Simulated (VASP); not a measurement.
Consider the following.

```xyz
2
Lattice="0.0000 2.2600 2.2600 2.2600 0.0000 2.2600 2.2600 2.2600 0.0000" Properties=species:S:1:pos:R:3 pbc="T T T"
Hf     0.0000     0.0000     0.0000
N      2.2600     2.2600     2.2600
```

Calculation: revPBE GGA, VASP's PBE PAW potentials (set 64) (plane waves; VASP). Run with 520 eV cut-off, 13×13×13 Γ-centred mesh, first-order Methfessel-Paxton smearing of 0.10 eV, potentials Hf_pv N.

Energy and stress use the plane-wave basis of the starting cell.

The ions, cell shape and volume are relaxed. Which structure does the run end with?

```xyz
2
Lattice="0.0000 2.2765 2.2765 2.2765 0.0000 2.2765 2.2765 2.2765 0.0000" Properties=species:S:1:pos:R:3 pbc="T T T"
Hf     0.0000     0.0000     0.0000
N      2.2765     2.2765     2.2765
```
Space group Fm-3m (225), at a tolerance of 0.03 Å.

How do energy and volume change from the first to the last step?

The energy (σ→0) changes by -4.6 meV/atom and the volume by +2.2 %, in 3 ionic steps.

```csv
step,E(σ→0) (eV),max force (eV/Å),pressure (GPa),volume (Å³)
1,-20.9360,0.000,5.92,23.09
2,-20.9159,0.000,-9.51,24.54
3,-20.9451,0.000,-0.06,23.60
```

The compound is HfN in the rock salt structure. This run relaxes it. Symmetry was kept, so distortions that lower it aren't found. The electron count is odd and the run is not spin-polarised, which forces a metal.
